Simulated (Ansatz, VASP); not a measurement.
**Cross-check of TaN between VASP and Ansatz**

Aim: how closely do two programs agree when they are given the same cell, functional and k mesh? Of the first pair: The structure shown is the end of the Ansatz relaxation below.

Main program and level: Ansatz 0.2.0; plane waves, with VASP 6.6.1 beside it; LDA.

### Step 1. The structure

The structure is hexagonal, space group P-6m2 (No. 187). Conventional cell: a = 2.901 Å, b = 2.901 Å, c = 2.880 Å, α = 90.00°, β = 90.00°, γ = 120.00°. N has 6 Ta at 2.21 Å nearest. Nearest to Ta lie 6 N at 2.21 Å. Farther neighbours and most contacts between anions are not listed.

### Step 2. Ansatz: relaxation, LDA

Ansatz runs on its PAW soft_1 files.

This run makes the geometry at which the two programs are then compared.

The input, input.yaml:

```yaml
crystal:
  lattice:
    - [2.906508423, 0.0, 0.0]
    - [-1.4532542115, 2.5171101307, 0.0]
    - [0.0, 0.0, 2.8802116411]
  atoms:
    - { symbol: "N", position: [0.6666666667, 0.3333333333, 0.0] }
    - { symbol: Ta, position: [0.0, 0.0, 0.5] }
kpoints:
  mp_grid: { grid: [18, 18, 16] }
hamiltonian:
  xc: lda
  pseudopotentials: { kind: paw, azcp: { folder: soft_1 }, xc_functional: pbe }
scf:
  occupations: { method: methfessel_paxton, width: 0.2 }
output:
  forces: true
  stress: true
  eigenvalues: true
relax:
  adjacent_minimum: "off"
  f_tol: 0.001
  max_steps: 60
  cell: { stress_tol: 0.01, fix: [c, angles] }
```

Run with:

```bash
> ansatz run input.yaml --threads 4 --pin off --max-ram 10240MiB --backend cpu --events-out ev --progress --plain --runs-dir out
```

Numbers of over 12 decimals in the logs are rounded to 6 here.

The program printed:

```text
Warning: crystal.symmetry: narrowed to the stabiliser of the fixed cell quantities (relax.cell.fix) — unitary ops 12 → 4. The narrowing is safe, since a smaller group never makes results wrong: the run goes on under it, on as many k-points as the starting group would need, or more. Excluded: 8 operations that would move a fixed cell quantity at a test strain (relax.cell.fix fixes c, alpha, beta, gamma). The cell can leave their symmetry as it relaxes.
Engine: ansatz 0.2.0, aarch64-unknown-linux-gnu
Pseudopotentials: kind: paw
Pseudopotential: N, paw, valence charge 5, recommended cutoff 420 eV (normal), soft_1/N.paw.azcp
Pseudopotential: Ta, paw, valence charge 13, recommended cutoff 420 eV (normal), soft_1/Ta.paw.azcp
Functional definition: SPW92
  exchange = slater_x
  correlation = pw_c
Crystal: 2 atoms, lattice volume = 21.072 Å³
Basis set: ecut = 420 eV, 405 PW (Γ)
Bands: 13, of which v1, the nominal top of the filled ones, is band 9 counted from 1 (8 counted from 0)
Symmetry: 4 space group operations
k-points: 819 of 5184 (time reversal used)
Non-local potential: N, projectors of the file, l = 0: 2, l = 1: 2, l = 2: 1
Non-local potential: Ta, projectors of the file, l = 0: 3, l = 1: 2, l = 2: 2, l = 3: 1
PAW form: soft (Blöchl's): semilocal exchange-correlation on the pseudo side does not see the compensation charge
PAW frozen core: N, regenerated for the run's functional, and the local potential with it (the file was generated under x = pbe(κ = 0.804, μ = 0.219515), c = pbe(β = 0.066725))
PAW frozen core: Ta, regenerated for the run's functional, and the local potential with it (the file was generated under x = pbe(κ = 0.804, μ = 0.219515), c = pbe(β = 0.066725))
PAW one-centre angular grid: N, 110 points (default); XC on 64 Gauss nodes
PAW one-centre angular grid: Ta, 590 points (default); XC on 64 Gauss nodes
Initial density: superposition of atomic densities (chi_scale 0.1, normalization cell, long waves kept (reshape's long-wave potential 0.00 eV rms))
Initial wavefunctions: pseudopotential atomic-orbital guess
Functional: x = slater, c = lda
SCF iter   1: F=—  HF=-10060.076667 eV  |F-HF|=—  |Δ(HF+E_count)|=         —  Δρ=4.83e-2  dr2=2.90e-1  ethr=3.10e-3  ⟨swp⟩=5.0  Hψ=53111  notcnv=0
preconditioner: auto → none  [metal: Δε(μ)=0.069 eV  Ē_g=11.274 eV  σ=0.200 eV  W_gap=0.28  n_scr=8 (ndim 8)  ℏωp=25.6 eV  f_vac=0.000  D(μ)=0.05/eV (n_scr^D=0)  sad-step TF]
SCF iter   2: F=—  HF=-10060.050935 eV  |F-HF|=—  |Δ(HF+E_count)|=   2.57e-2  S|Δr|=    0.00e0  Δρ=3.01e-2  dr2=1.22e-1  ethr=1.61e-3  ⟨swp⟩=1.0  Hψ=17199  notcnv=0
SCF iter   3: F=—  HF=-10060.027317 eV  |F-HF|=—  |Δ(HF+E_count)|=   2.36e-2  S|Δr|=    0.00e0  Δρ=1.49e-3  dr2=2.31e-4  ethr=6.76e-4  ⟨swp⟩=2.7  Hψ=14669  notcnv=0
SCF iter   4: F=—  HF=-10060.027373 eV  |F-HF|=—  |Δ(HF+E_count)|=   5.63e-5  S|Δr|=    0.00e0  Δρ=3.20e-4  dr2=2.29e-5  ethr=1.28e-6  ⟨swp⟩=2.2  Hψ=16993  notcnv=0
SCF iter   5: F=—  HF=-10060.027367 eV  |F-HF|=—  |Δ(HF+E_count)|=   6.49e-6  S|Δr|=    0.00e0  Δρ=3.13e-5  dr2=6.13e-8  ethr=5.56e-10  ⟨swp⟩=5.9  Hψ=62832  notcnv=0
SCF iter   6: F=-10060.027367 eV  HF=-10060.027367 eV  |F-HF|=2.22e-10  |Δ(HF+E_count)|=   6.90e-9  S|Δr|=    0.00e0  Δρ=3.51e-6  dr2=8.59e-10  ethr=3.40e-10  ⟨swp⟩=3.0  Hψ=35454  notcnv=0
SCF 1 converged in 6 iterations: F = -10060.027367 eV  dr2 = 8.59e-10
  greatest PAW one-centre occupation: 0.999 electrons in one spin orbital (limit 2), on the Ta atom at site 1 (counted from 0), in its partial waves of l = 0
relax step   1: F+E_penalty+E_count = -10060.02736692 eV  Δ(F+E_penalty+E_count) = +0.000e0 eV  max|allowed force component| = 1.263e-6 eV/Å  Δτ_max = 0.0000 Å  P = -4.005 GPa  Ω = 21.072 Å³  fix = [c, alpha, beta, gamma]  reactions: c -8.690 GPa; gamma -0.000 GPa/rad  (6 SCF iters, dr2 threshold 1.00e-7 eV, accepted)
[...]
relax step   3: F+E_penalty+E_count = -10060.02793073 eV  Δ(F+E_penalty+E_count) = -2.081e-4 eV  max|allowed force component| = 4.511e-7 eV/Å  Δτ_max = 0.0000 Å  P = -2.714 GPa  Ω = 20.996 Å³  energy of the carried Pulay correction = +1.681e-4 eV  fix = [c, alpha, beta, gamma]  reactions: c -8.121 GPa; gamma -0.000 GPa/rad  (3 SCF iters, dr2 threshold 2.00e-7 eV, accepted)
[...]
relax step   4: F+E_penalty+E_count = -10060.02793179 eV  Δ(F+E_penalty+E_count) = -1.059e-6 eV  max|allowed force component| = 3.725e-7 eV/Å  Δτ_max = 0.0000 Å  P = -2.707 GPa  Ω = 20.996 Å³  energy of the carried Pulay correction = +1.691e-4 eV  fix = [c, alpha, beta, gamma]  reactions: c -8.119 GPa; gamma +0.000 GPa/rad  (3 SCF iters, dr2 threshold 2.61e-10 eV, accepted)
[...]
relax step   5: F+E_penalty+E_count = -10060.02776835 eV  Δ(F+E_penalty+E_count) = +1.634e-4 eV  max|allowed force component| = 3.309e-7 eV/Å  Δτ_max = 0.0000 Å  P = -2.719 GPa  Ω = 20.996 Å³  fix = [c, alpha, beta, gamma]  reactions: c -8.126 GPa; gamma +0.000 GPa/rad  stress off target by 1.58e-2 GPa on what of the cell is left free  SCF on the basis re-selected at this cell (its energy is not comparable with the rows above)  (4 SCF iters)
[...]
relax step   6: F+E_penalty+E_count = -10060.02776997 eV  Δ(F+E_penalty+E_count) = -1.621e-6 eV  max|allowed force component| = 1.390e-7 eV/Å  Δτ_max = 0.0000 Å  P = -2.707 GPa  Ω = 20.995 Å³  energy of the carried Pulay correction = +1.586e-6 eV  fix = [c, alpha, beta, gamma]  reactions: c -8.121 GPa; gamma -0.000 GPa/rad  (2 SCF iters, dr2 threshold 6.22e-10 eV, accepted)
[...]
relax step   7: F+E_penalty+E_count = -10060.02776997 eV  Δ(F+E_penalty+E_count) = -1.091e-10 eV  max|allowed force component| = 1.442e-7 eV/Å  Δτ_max = 0.0000 Å  P = -2.707 GPa  Ω = 20.995 Å³  fix = [c, alpha, beta, gamma]  reactions: c -8.121 GPa; gamma -0.000 GPa/rad  stress off target by 1.78e-4 GPa on what of the cell is left free  SCF on the basis re-selected at this cell (its energy is not comparable with the rows above)  (4 SCF iters)
basis re-selected at this cell: Δ(F+E_penalty+E_count) = -1.091e-10 eV, ΔP = +0.000 GPa vs the last step (what re-selecting the basis moved, of the pressure what is left beyond the Pulay correction that the steps carried, after the strain that the cell walked since its last selection, with what the two solves' SCF thresholds leave and, on support functions, any second-order correction that the steps lacked; it is no  [...]
SCF converged after 4 iterations
Stability not checked: this state was not tested for a lower state beside it, because cold or Methfessel-Paxton smearing, or corrected tetrahedra, fill the levels in a way that the test cannot read (fill_not_monotonic; see scf.lower_state_search)
Free energy (F): -10060.027770 eV
Harris-Foulkes:  -10060.027770 eV  (|F-HF|=3.64e-12)
Internal energy: -10060.028325 eV  (E = F + TS)
E sigma→0 (E₀):  -10060.027909 eV
Entropy (-TS):   0.000555 eV (0.277 meV/atom)
Fermi energy:    20.266457 eV
--- Per-component energies (eV) ---
  E_band       = -49.628283
  E_kinetic    = 525.030406
  E_local      = -576.624020  (includes V_loc(G=0)·N_el)
  E_nonlocal   = 30.344743
  E_hartree    = 205.866098
  E_xc         = -379.120838
  E_vxc        = -311.272568  (∫ρ·V_xc dr)
  E_paw        = -8176.678815  (= ΣΔE_a)
  E_vpaw       = -128.839923  (= ΣTr[D̂ρ^β])
  E_aug_tail   = 0.000882  (compensation charges beyond the density's cutoff)
  E_ewald      = -1689.185823
  E_core_change = 0.339041  (= ΣΔE_core)
  E_smearing   = 0.000555  (= −TS)
  E_closure    = 0.000000  (closes the sum)
  Σ components = -10060.027770   (vs F -10060.027770, Δ=0.00e0)
--- Forces (eV/Å), atoms counted from 1 ---
  atom   1  N      0.00000019    -0.00000011     0.00000000
  atom   2  Ta    -0.00000010     0.00000006     0.00000000
  max |Σ_I F_I| component: 9.55e-8 eV/Å
--- Stress (GPa, compression-positive) ---
       -0.000178       0.000000       0.000000
        0.000000      -0.000178      -0.000000
        0.000000      -0.000000      -8.120673
  P = ⅓ Tr σ = -2.7070 GPa (-27.070 kbar)
--- Band table (eV; the first three rows and the last of 819) ---
  k-point 0: bands = [... 5 lower, 15.7608, 15.7608, 15.9883, 17.3313, 22.9328, 23.9520, 23.9520, 24.4034]
  k-point 1: bands = [... 5 lower, 15.6729, 15.7934, 15.7934, 17.5992, 23.0697, 23.3449, 23.3449, 24.8675]
  k-point 2: bands = [... 5 lower, 14.9849, 15.8872, 15.8872, 18.1878, 22.5338, 22.5338, 23.4438, 25.2443]
  k-point 818: bands = [... 5 lower, 12.8895, 14.0731, 14.5830, 20.0446, 24.6970, 25.9507, 26.5317, 27.6391]
--- Relaxed structure (5 steps of the walk, 5 accepted, 2 SCFs on fresh bases) ---
  F+E_penalty+E_count = -10060.02776997 eV   max|allowed force component| = 1.442e-7 eV/Å   (the final SCF, on the basis selected at the relaxed cell)
  cell:  # Å, volume = 20.9949 Å³
    - [2.901212, 7.714190176273843e-19, 0]
    - [-1.450606, 2.512523, 0]
    - [0, 0, 2.8802116411]
  atoms:
    - { symbol: N, position: [0.666667, 0.333333, 0] }
    - { symbol: Ta, position: [8.454748377949382e-10, -8.454748748023726e-10, 0.500000] }
```

The column dr2 measures how far the density is from self-consistency, as an energy; F and HF (Harris–Foulkes) agree once it is small.

### Step 3. VASP: single point, LDA, pair 1

The same cell, functional (in two slightly different forms), mesh and smearing now go to VASP, with its own data sets.

Lines of VASP's logs that name or quote its potential files are left out, and so is its time.

The input, INCAR:

```
SYSTEM = TaN
PREC = Accurate
ENCUT = 600
EDIFF = 1E-06
NELM = 120
ISMEAR = 1
SIGMA = 0.2
LREAL = .FALSE.
ALGO = Normal
GGA = PW92
NBANDS = 14
LASPH = .TRUE.
LORBIT = 11
LWAVE = .FALSE.
LCHARG = .FALSE.
ISIF = 2
GGA_COMPAT = .FALSE.
KPAR = 2
```

The input, POSCAR:

```
TaN
1.0
    2.9012118806      0.0000000000      0.0000000000
   -1.4506059403      2.5125231904      0.0000000000
    0.0000000000      0.0000000000      2.8802116411
N Ta
1 1
Direct
    0.6666666658      0.3333333342      0.0000000000
    0.9999999991      0.0000000009      0.5000000000
```

The input, KPOINTS:

```
Automatic mesh
0
Gamma
18 18 16
0 0 0
```

Potentials, in the order of the species: N and Ta_pv (LDA family, release 64).

Run with:

```bash
> mpirun -np 2 vasp_std
```

The program printed:

```text
[banner, memory and clock lines left out]
running    2 mpi-ranks, on    1 nodes
 distrk:  each k-point on    1 cores,    2 groups
 distr:  one band on    1 cores,    1 groups

 POSCAR found type information on POSCAR N Ta
 POSCAR found :  2 types and       2 ions
|                                                                             |
|               ----> ADVICE to this user running VASP <----                  |
|                                                                             |
|     You enforced a specific xc type in the INCAR file but a different       |
|     [... a line on the potential file left out ...]
|     I HOPE YOU KNOW WHAT YOU ARE DOING!                                     |
|                                                                             |

 LDA part: xc-table for (Slater(with rela. corr.)+PW92), standard interpolation
 POSCAR, INCAR and KPOINTS ok, starting setup
 FFT: planning ... GRIDC
 FFT: planning ... GRID_SOFT
 FFT: planning ... GRID
 WAVECAR not read
 entering main loop
       N       E                     dE             d eps       ncg     rms          rms(c)
DAV:   1     0.101295863044E+03    0.10130E+03   -0.98757E+03  9324   0.134E+03
DAV:   2    -0.238307694601E+02   -0.12513E+03   -0.11866E+03 11388   0.334E+02
DAV:   3    -0.272506018792E+02   -0.34198E+01   -0.33990E+01 10716   0.518E+01
DAV:   4    -0.272667080341E+02   -0.16106E-01   -0.16103E-01 11160   0.389E+00
DAV:   5    -0.272668205998E+02   -0.11257E-03   -0.11256E-03 11070   0.305E-01    0.245E+01
DAV:   6    -0.248768800686E+02    0.23899E+01   -0.46281E+00 10200   0.252E+01    0.104E+01
DAV:   7    -0.247592256656E+02    0.11765E+00   -0.38118E-01 12618   0.587E+00    0.715E+00
DAV:   8    -0.247242647405E+02    0.34961E-01   -0.14920E-01 12300   0.340E+00    0.132E+00
DAV:   9    -0.247194789707E+02    0.47858E-02   -0.10882E-02 10032   0.887E-01    0.170E-01
DAV:  10    -0.247192759816E+02    0.20299E-03   -0.69832E-04 12036   0.308E-01    0.998E-02
DAV:  11    -0.247192520071E+02    0.23975E-04   -0.42722E-05 10428   0.649E-02    0.153E-02
DAV:  12    -0.247192520516E+02   -0.44448E-07   -0.24976E-06 11946   0.152E-02
   1 F= -.24719252E+02 E0= -.24719463E+02  d E =0.631412E-03
```

From OUTCAR (step 3):

```text
ion  position               nearest neighbor table
   1  0.667  0.333  0.000-   2 2.21   2 2.21   2 2.21   2 2.21   2 2.21   2 2.21
   2  1.000  0.000  0.500-   1 2.21   1 2.21   1 2.21   1 2.21   1 2.21   1 2.21

  LATTYP: Found a hexagonal cell.
 ALAT       =     2.9012118806
 C/A-ratio  =     0.9927615630

 Subroutine GETGRP returns: Found 12 space group operations
 (whereof 12 operations were pure point group operations)

The static configuration has the point symmetry D_3h.

 Found    333 irreducible k-points:

   k-points           NKPTS =    333   k-points in BZ     NKDIM =    333   number of bands    NBANDS=     14

   dimension x,y,z NGX =    24 NGY =   24 NGZ =   24
   dimension x,y,z NGXF=    48 NGYF=   48 NGZF=   48

   ENCUT  =  600.0 eV  44.10 Ry    6.64 a.u.   5.79  5.79  5.75*2*pi/ulx,y,z

   NELECT =      16.0000    total number of electrons

 k-points in reciprocal lattice and weights: Automatic mesh
   0.00000000  0.00000000  0.00000000       0.000
   0.05555556 -0.00000000  0.00000000       0.001
   0.11111111 -0.00000000  0.00000000       0.001
   0.16666667 -0.00000000  0.00000000       0.001
   0.22222222 -0.00000000  0.00000000       0.001
   0.27777778 -0.00000000  0.00000000       0.001
   0.33333333  0.00000000  0.00000000       0.001
   0.38888889 -0.00000000  0.00000000       0.001
   0.44444444 -0.00000000  0.00000000       0.001
[...]
0.33333333  0.27777778  0.50000000       0.002
   0.33333333  0.33333333  0.50000000       0.000

 average (electrostatic) potential at core
       1 -61.1204       2 -35.1256

 E-fermi :   8.3059

 k-point     1 :       0.0000    0.0000    0.0000
  band No.  band energies     occupation
    ...
      4      -9.3371      2.00000
      5       3.8179      2.00000
      6       3.8179      2.00000
      7       4.0324      2.00000
      8       5.4101      2.00000
      9      11.0531     -0.00000
     10      12.0162     -0.00000
     11      12.0162     -0.00000
     12      12.4392      0.00000
     13      12.4392      0.00000
    ...

 k-point     2 :       0.0556   -0.0000    0.0000
  band No.  band energies     occupation
    ...
      4      -9.2673      2.00000
      5       3.5997      2.00000
      6       3.8706      2.00000
      7       4.1487      2.00000
      8       5.3077      2.00000
      9      11.2956     -0.00000
     10      11.8718     -0.00000
     11      12.0266     -0.00000
     12      12.4032      0.00000
     13      12.5327      0.00000
    ...

 k-point     3 :       0.1111   -0.0000    0.0000
  band No.  band energies     occupation
    ...
      4      -9.0659      2.00000
      5       3.1017      2.00000
      6       4.0202      2.00000
      7       4.4047      2.00000
      8       5.0296      2.00000
      9      11.4575     -0.00000
     10      11.9702     -0.00000
     11      12.0677     -0.00000
     12      12.3009     -0.00000
     13      12.7748      0.00000
    ...

  Total        0.1951590      0.1951590     -0.8503465      0.0000000     -0.0000000      0.0000000
  in kB       14.8931035     14.8931035    -64.8922139      0.0000000     -0.0000000      0.0000000
  external PRESSURE =     -11.7020023 kB  Pullay stress =       0.0000000 kB

  energy-cutoff  :      600.00
  volume of cell :       20.99
      direct lattice vectors                 reciprocal lattice vectors
     2.901211881  0.000000000  0.000000000     0.344683546  0.199003138  0.000000000
    -1.450605940  2.512523190  0.000000000     0.000000000  0.398006277  0.000000000
     0.000000000  0.000000000  2.880211641     0.000000000  0.000000000  0.347196708

 POSITION                                       TOTAL-FORCE (eV/Angst)
 -----------------------------------------------------------------------------------
      1.45061      0.83751      0.00000        -0.000000      0.000000      0.000000
      2.90121      0.00000      1.44011         0.000000     -0.000000      0.000000
 -----------------------------------------------------------------------------------
    total drift:                                0.000003     -0.000002      0.000000

  FREE ENERGIE OF THE ION-ELECTRON SYSTEM (eV)
  ---------------------------------------------------
  free  energy   TOTEN  =       -24.7192520516 eV

  energy  without entropy=      -24.7198834640  energy(sigma->0) =      -24.71946252

 total charge
# of ion       s       p       d       tot
------------------------------------------
    1        1.214   2.494   0.000   3.707
    2        0.312   6.280   2.492   9.085
--------------------------------------------------
tot          1.526   8.774   2.492  12.792

[... 3 further parts left out ...]
```

The run ends at a pressure of -1.17 GPa.

### Step 4. Side by side

Known differences besides the potentials themselves: the data sets hold 18 valence electrons in Ansatz (on its PAW soft_1 files) and 16 in VASP; the cutoff is 420 eV in Ansatz and 600 eV in VASP; VASP's log shows a relativistic correction to its local exchange, Ansatz's none; Ansatz's pressure holds a Pulay correction, VASP's none. Total energies have different zeros and are not compared.

Compared:

```
      quantity  Ansatz   VASP  difference
pressure (GPa)   -2.71  -1.17       -1.54
```

### Step 5. Further runs

Further runs change the set-up of one program: Ansatz's method, potentials or start, or VASP's data sets, cutoff or form of LDA. The table gives that difference for each run.

```
                                   run  pressure (GPa)
                              as above            -1.5
VASP with the data sets N and Ta_sv_GW           -0.85
```

### Step 6. Ansatz: relaxation, LDA

This run makes the geometry at which the two programs are then compared. The cell compared in this pair holds 21.13 Å³, against 20.99 Å³ for the pair before.

The structure compared here is the end of the Ansatz relaxation.

input.yaml, the sections that differ from step 2:

```yaml
crystal:
  lattice:
    - [2.9012118806, 0.0, 0.0]
    - [-1.4506059403, 2.5125231904, 0.0]
    - [0.0, 0.0, 2.908728588]
  atoms:
    - { symbol: "N", position: [0.6666666658, 0.3333333342, 0.0] }
    - { symbol: Ta, position: [8.0e-10, -8.0e-10, 0.5] }
# kpoints, hamiltonian, scf, output, relax: as in step 2
```

Run with:

```bash
> ansatz run input.yaml --threads 4 --pin off --max-ram 10240MiB --backend cpu --events-out ev --progress --plain --runs-dir out
```

The program printed:

```text
[...]
Crystal: 2 atoms, lattice volume = 21.203 Å³
Basis set: ecut = 420 eV, 405 PW (Γ)
Bands: 13, of which v1, the nominal top of the filled ones, is band 9 counted from 1 (8 counted from 0)
Symmetry: 4 space group operations
k-points: 819 of 5184 (time reversal used)
[...]
k-point 818: bands = [... 5 lower, 12.7898, 13.9370, 14.5581, 19.8384, 24.5007, 25.8270, 26.2165, 27.4470]
--- Relaxed structure (5 steps of the walk, 4 accepted, 2 SCFs on fresh bases) ---
[...]
cell:  # Å, volume = 21.1287 Å³
    - [2.896136, -1.4335678449430468e-19, 0.0]
    - [-1.448068, 2.508128, 0.0]
    - [0.0, 0.0, 2.908728588]
  atoms:
    - { symbol: N, position: [0.666667, 0.333333, 0.0] }
    - { symbol: Ta, position: [-2.310575970438638e-10, 2.310575803203375e-10, 0.5] }
[key lines of the parts left out:]
SCF converged after 4 iterations
Free energy (F): -10060.012208 eV
Fermi energy:    20.124056 eV
P = ⅓ Tr σ = -5.2849 GPa (-52.849 kbar)
```

(Part 1 of 2 ends here.)

[Lines on the potential files, build, host, timing and source positions are cut from VASP's logs without a mark.]

[Logs are printed without paths, hosts, clocks, repeated set-up lines and the standing remarks that a program may print on its own settings, such as how far it seeks lower states.]

[Hosts, paths, dates, database ids (printed as entryN), source tags and the programs' standing remarks are cut or masked in the printed files.]
